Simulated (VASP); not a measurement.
# Ga3BiO4 (I-42m) in VASP: phonons with PBE

Aim: the phonons of Ga3BiO4 with PBE.

Everything below comes from runs of VASP 6.6.1. Logs are shortened: lines on timing, memory, paths and dates and some standing lists are left out, and cuts for length are marked.

### Step 1. The crystal as given

It takes space group I-42m (No. 121, tetragonal). The conventional cell has a = 4.344 Å, b = 4.344 Å, c = 12.787 Å, α = 90.00°, β = 90.00°, γ = 90.00°. Ga (site symmetry -4) is surrounded by 4 O at 1.88 Å. Around Ga (site symmetry -42m) lie 4 O at 2.64 Å. Around Bi (site symmetry -42m) lie 4 O at 2.59 Å. O (site symmetry m) is surrounded by 2 Ga at 1.88 Å.

The cell was built by a generator and needn't be a form met in nature.

### Step 2. Phonons, PBE

Contents of POSCAR:

```
Ga3BiO4
1.0
   -2.1721300000      2.1721300000      6.3933100000
    2.1721300000     -2.1721300000      6.3933100000
    2.1721300000      2.1721300000     -6.3933100000
Ga Bi O
3 1 4
Direct
    0.2500000000      0.7500000000      0.5000000000
    0.7500000000      0.2500000000      0.5000000000
    0.0000000000      0.0000000000      0.0000000000
    0.5000000000      0.5000000000      0.0000000000
    0.0906710000      0.0906710000      0.5125020000
    0.4218310000      0.9093290000      0.0000000000
    0.5781690000      0.5781690000      0.4874980000
    0.9093290000      0.4218310000      0.0000000000
```

Contents of INCAR.step1:

```
PREC = Accurate ; ENCUT = 520
EDIFF = 1E-8 ; ISMEAR = 0
SIGMA = 0.1 ; LREAL = False
LASPH = True ; NELM = 60
ALGO = Normal ; ISIF = 3
LWAVE = False ; LCHARG = False
GGA = PE ; KPAR = 8
IBRION = 2 ; NSW = 40
EDIFFG = -0.002
```

Contents of INCAR.step2:

```
PREC = Accurate ; ENCUT = 520
EDIFF = 1E-8 ; ISMEAR = 0
SIGMA = 0.1 ; LREAL = False
LASPH = True ; NELM = 60
ALGO = Normal ; ISIF = 2
LWAVE = False ; LCHARG = False
GGA = PE ; KPAR = 8
IBRION = 6 ; NFREE = 2
POTIM = 0.015 ; NSW = 1
```

Contents of KPOINTS:

```
Automatic mesh
0
Gamma
  7 7 7
```

Potentials or basis: VASP PAW PBE potentials, release 64 (Ga_d, Bi_d, O).

The run is started by

```sh
$ cat potpaw_PBE.64/Ga_d/POTCAR potpaw_PBE.64/Bi_d/POTCAR potpaw_PBE.64/O/POTCAR > POTCAR
$ cp INCAR.step1 INCAR
$ mpirun -np 8 vasp_std > vasp.out
$ cp CONTCAR POSCAR
$ cp INCAR.step2 INCAR
$ mpirun -np 8 vasp_std > vasp.out
```

OUTCAR:

```text
PREC = Accurate
   ENCUT = 520
   EDIFF = 1E-8
   ISMEAR = 0
   LREAL = False
   LASPH = True
   NELM = 60
   ISIF = 2
   GGA = PE
   IBRION = 6
   NFREE = 2
   POTIM = 0.015
   NSW = 1

 ion  position               nearest neighbor table
   1  0.250  0.750  0.500-   5 1.88   6 1.88   7 1.88   8 1.88
   2  0.750  0.250  0.500-   5 1.88   7 1.88   8 1.88   6 1.88
   3  0.000  0.000  0.000-   4 3.07   4 3.07   4 3.07   4 3.07
   4  0.500  0.500  0.000-   5 2.59   6 2.59   7 2.59   8 2.59   3 3.07   3 3.07   3 3.07   3 3.07

   5  0.091  0.091  0.514-   1 1.88   2 1.88   4 2.59
   6  0.423  0.909  0.000-   2 1.88   1 1.88   4 2.59
   7  0.577  0.577  0.486-   1 1.88   2 1.88   4 2.59
   8  0.909  0.423  0.000-   1 1.88   2 1.88   4 2.59

  LATTYP: Found a body centered tetragonal cell.
 ALAT       =     4.3451164376
 C/A-ratio  =     2.9453685440

  Lattice vectors:

 A1 = (  -2.1725582188,   2.1725582188,   6.3989846377)
 A2 = (   2.1725582188,  -2.1725582188,   6.3989846377)
 A3 = (   2.1725582188,   2.1725582188,  -6.3989846377)

Analysis of symmetry for initial positions (statically):
=====================================================================
 Subroutine PRICEL returns:
 Original cell was already a primitive cell.

 Routine SETGRP: Setting up the symmetry group for a
 body centered tetragonal supercell.

 Subroutine GETGRP returns: Found  8 space group operations
 (whereof  8 operations were pure point group operations)
 out of a pool of 16 trial point group operations.

The static configuration has the point symmetry D_2d.

Analysis of symmetry for dynamics (positions and initial velocities):
=====================================================================
 Subroutine PRICEL returns:
 Original cell was already a primitive cell.

 Routine SETGRP: Setting up the symmetry group for a
 body centered tetragonal supercell.

 Subroutine GETGRP returns: Found  8 space group operations
 (whereof  8 operations were pure point group operations)
 out of a pool of 16 trial point group operations.

The dynamic configuration has the point symmetry D_2d.

 Subroutine INISYM returns: Found  8 space group operations
 (whereof  8 operations are pure point group operations),
 and found     1 'primitive' translations

----------------------------------------------------------------------------------------

                                     Primitive cell

  volume of cell :     120.8131

  direct lattice vectors                    reciprocal lattice vectors
    -2.172558219  2.172558219  6.398984638     0.000000000  0.230143430  0.078137397
     2.172558219 -2.172558219  6.398984638     0.230143430  0.000000000  0.078137397
     2.172558219  2.172558219 -6.398984638     0.230143430  0.230143430  0.000000000

  length of vectors
     7.098381704  7.098381704  7.098381704     0.243046191  0.243046191  0.325471960

  position of ions in fractional coordinates (direct lattice)
     0.250000000  0.750000000  0.500000000
     0.750000000  0.250000000  0.500000000
     0.000000000  0.000000000  0.000000000
     0.500000000  0.500000000  0.000000000
     0.091280582  0.091280582  0.513881769
     0.422601187  0.908719418  0.000000000
     0.577398813  0.577398813  0.486118231
     0.908719418  0.422601187  0.000000000

  ion indices of the primitive-cell ions
   primitive index   ion index
                 1           1
                 2           2
                 3           3
                 4           4
                 5           5
                 6           6
                 7           7
                 8           8

[... 103 lines left out ...]
 non-spin polarized calculation
 Gauss-broadening in eV      SIGMA  =   0.10
  energy-cutoff  :      520.00
  volume of cell :      120.81
 maximum number of plane-waves:      3282
 NGX is ok and might be reduce to    54
   NGX = 27   NGY = 27   NGZ = 27

--------------------------------------- Ionic step        1  -------------------------------------------

 number of electron      78.0000016 magnetization

 Free energy of the ion-electron system (eV)
  ---------------------------------------------------
  ext. energy  EPLUGINS =         0.00000000
  ---------------------------------------------------
  free energy    TOTEN  =       -42.38084199 eV

  energy without entropy =      -42.37028416  energy(sigma->0) =      -42.37556307

------------------------ aborting loop because EDIFF is reached ----------------------------------------

  FORCE on cell =-STRESS in cart. coord.  units (eV):
  Direction    XX          YY          ZZ          XY          YZ          ZX
  --------------------------------------------------------------------------------------
  -------------------------------------------------------------------------------------
  Total        0.0024068      0.0024068     -0.0053885      0.0000000      0.0000000      0.0000000
  in kB        0.0319179      0.0319179     -0.0714604      0.0000000      0.0000000      0.0000000
  external PRESSURE =      -0.0025415 kB  Pullay stress =       0.0000000 kB
[... 107 lines left out ...]
  FREE ENERGIE OF THE ION-ELECTRON SYSTEM (eV)
  ---------------------------------------------------
  free  energy   TOTEN  =       -42.3787281278 eV

  energy  without entropy=      -42.3681686479  energy(sigma->0) =      -42.37344839

[... ionic steps 4 to 14 ...]

--------------------------------------- Ionic step       15  -------------------------------------------

 number of electron      78.0000016 magnetization

------------------------ aborting loop because EDIFF is reached ----------------------------------------
[... 79 lines left out ...]
--------------------------------------- Ionic step       17  -------------------------------------------

 number of electron      78.0000017 magnetization

 Free energy of the ion-electron system (eV)
  ---------------------------------------------------
  ext. energy  EPLUGINS =         0.00000000
  ---------------------------------------------------
  free energy    TOTEN  =       -42.37960462 eV

  energy without entropy =      -42.36901894  energy(sigma->0) =      -42.37431178

 E-fermi :   5.0556     XC(G=0): -10.5494

 val. band max:        5.0494472929   @ k =  -0.1429  -0.1429   0.1429
 cond. band min:       5.0609509503   @ k =   0.2857  -0.1429   0.2857
 fundamental gap:      0.0115036573
 Fermi energy:         5.0556064082

 k-point     1 :       0.0000    0.0000    0.0000
  band No.  band energies     occupation
      1     -18.0547      2.00000
      2     -18.0228      2.00000
      3     -18.0216      2.00000
      4     -17.9392      2.00000
      5     -17.9335      2.00000
      6     -14.4046      2.00000
[... 1165 lines left out ...]
     45      10.9253      0.00000
     46      12.1171      0.00000

 [... further k-points ...]

------------------------ aborting loop because EDIFF is reached ----------------------------------------

  FORCE on cell =-STRESS in cart. coord.  units (eV):
  Direction    XX          YY          ZZ          XY          YZ          ZX
  --------------------------------------------------------------------------------------
  -------------------------------------------------------------------------------------
  Total        0.1227103      0.1227103      0.0810497     -0.0795607     -0.0024611     -0.0024612
  in kB        1.6273377      1.6273377      1.0748508     -1.0551034     -0.0326385     -0.0326394
  external PRESSURE =       1.4431754 kB  Pullay stress =       0.0000000 kB
[... 23 lines left out ...]
  FREE ENERGIE OF THE ION-ELECTRON SYSTEM (eV)
  ---------------------------------------------------
  free  energy   TOTEN  =       -42.3796046154 eV

  energy  without entropy=      -42.3690189439  energy(sigma->0) =      -42.37431178

 INTERNAL STRAIN TENSORS FROM DISPLACED ATOMS
 ============================================

 INTERNAL STRAIN TENSOR FOR ION    1 for displacements in x,y,z  (eV/Angst):
          X           Y           Z          XY          YZ          ZX
  --------------------------------------------------------------------------------
  x     0.00000     0.00000     0.00000     0.00000   -13.79220     2.21561
  y     0.00000     0.00000     0.00000     0.00000    -2.21560   -13.79222
  z     1.32399    -1.32399     0.00000   -12.24859     0.00000     0.00000

 INTERNAL STRAIN TENSOR FOR ION    8 for displacements in x,y,z  (eV/Angst):
          X           Y           Z          XY          YZ          ZX
  --------------------------------------------------------------------------------
  x     0.28146     0.43573     0.25349    -0.57852     5.79079    10.35814
  y    -0.43573    -0.28146    -0.25349     0.57852    10.35813     5.79079
  z     7.67503     7.67503     5.58620     5.11285    -0.18182     0.18182

 Eigenvectors and eigenvalues of the dynamical matrix
 ----------------------------------------------------

   1 f  =   18.984309 THz   119.281929 2PiTHz  633.248371 cm-1    78.512756 meV
             X         Y         Z           dx          dy          dz
      2.172558  0.000000  3.199492     0.000000   -0.000000    0.000000
      0.000000  2.172558  3.199492    -0.000000    0.000000   -0.000000
      0.000000  0.000000  0.000000     0.000000   -0.000000   -0.000000
      0.000000  0.000000  6.398985    -0.000000    0.000000   -0.000000
      1.116438  1.116438 -2.120115     0.353553   -0.353553   -0.000000
      1.056120 -1.056120  8.519100     0.353553    0.353553   -0.000000
      1.056120  1.056120  4.278869    -0.353553    0.353553    0.000000
     -1.056120  1.056120  8.519100    -0.353553   -0.353553   -0.000000
[... 243 lines left out ...]
  24 f/i=    2.255884 THz    14.174136 2PiTHz   75.248182 cm-1     9.329581 meV
             X         Y         Z           dx          dy          dz
      2.172558  0.000000  3.199492    -0.000000    0.000000    0.084567
      0.000000  2.172558  3.199492    -0.000000    0.000000    0.084567
      0.000000  0.000000  0.000000    -0.000000    0.000000   -0.913337
      0.000000  0.000000  6.398985     0.000000   -0.000000    0.321455
      1.116438  1.116438 -2.120115    -0.030552   -0.030552    0.100885
      1.056120 -1.056120  8.519100    -0.030552    0.030552    0.100885
      1.056120  1.056120  4.278869     0.030552    0.030552    0.100885
     -1.056120  1.056120  8.519100     0.030552   -0.030552    0.100885

 ELASTIC MODULI CONTR FROM IONIC RELAXATION (kBar)
 Direction    XX          YY          ZZ          XY          YZ          ZX
 --------------------------------------------------------------------------------
 XX        -212.8172   -198.4897   -149.5369     -0.0000     -0.0000     -0.0000
 YY        -198.4897   -212.8172   -149.5369     -0.0000     -0.0000     -0.0000
 ZZ        -149.5369   -149.5369   -108.7343     -0.0000     -0.0000     -0.0000
 XY          -0.0000     -0.0000     -0.0000   -216.6762      0.0000     -0.0000
 YZ          -0.0000     -0.0000     -0.0000      0.0000  -1246.6954      0.0000
 ZX          -0.0000     -0.0000     -0.0000     -0.0000      0.0000  -1246.7004
 --------------------------------------------------------------------------------
```

Wall time 57 min (8 MPI ranks of Intel Xeon Platinum 8488C (Sapphire Rapids), shared host); peak memory 1.4 GiB.

Results:

```
Relaxed volume                                          : 15.10 Å³/atom
Relaxed cell                                            : a = 7.098 Å, b = 7.098 Å, c = 7.098 Å, α = 144.36°, β = 144.36°, γ = 51.30°
Space group after relaxing (to 0.05 Å)                  : I-42m (No. 121)
Highest phonon frequency at Γ, LO-TO splitting left out : 633 cm⁻¹
Most unstable mode                                      : 75i cm⁻¹
```

The path:
| step | energy change (eV) | largest force (eV/Å) | pressure (GPa) | volume (Å³) |
| --- | --- | --- | --- | --- |
| 1 | 0.0000 | 0.0153 | 0.10 | 120.66 |
| 2 | -0.0001 | 0.0165 | -0.05 | 120.82 |
| 3 | -0.0001 | 0.0165 | -0.05 | 120.83 |
| 4 | -0.0001 | 0.0096 | -0.02 | 120.82 |
| 5 | -0.0002 | 0.0101 | 0.00 | 120.81 |
| 6 | -0.0002 | 0.0051 | 0.00 | 120.81 |
| 7 | -0.0002 | 0.0009 | 0.00 | 120.81 |

Final structure:
```
Ga Bi O
1.0
    -2.17256    2.17256    6.39898
     2.17256   -2.17256    6.39898
     2.17256    2.17256   -6.39898
Ga Bi O
3 1 4
Cartesian
  2.1726 0.0000 3.1995
  0.0000 2.1726 3.1995
  0.0000 0.0000 0.0000
  0.0000 0.0000 6.3990
  1.1164 1.1164 -2.1201
  1.0561 -1.0561 8.5191
  1.0561 1.0561 4.2789
  -1.0561 1.0561 8.5191
```

Phonon frequencies in cm⁻¹ (negative: imaginary):
```
              q point                                                                             frequencies
(0.000, 0.000, 0.000)  -75 0 0 0 40 40 81 112 112 140 190 190 255 255 260 336 446 457 457 528 555 555 589 633
```

Caveat: some modes are imaginary; spin-orbit coupling is left out, which moves the levels of the heavy elements.
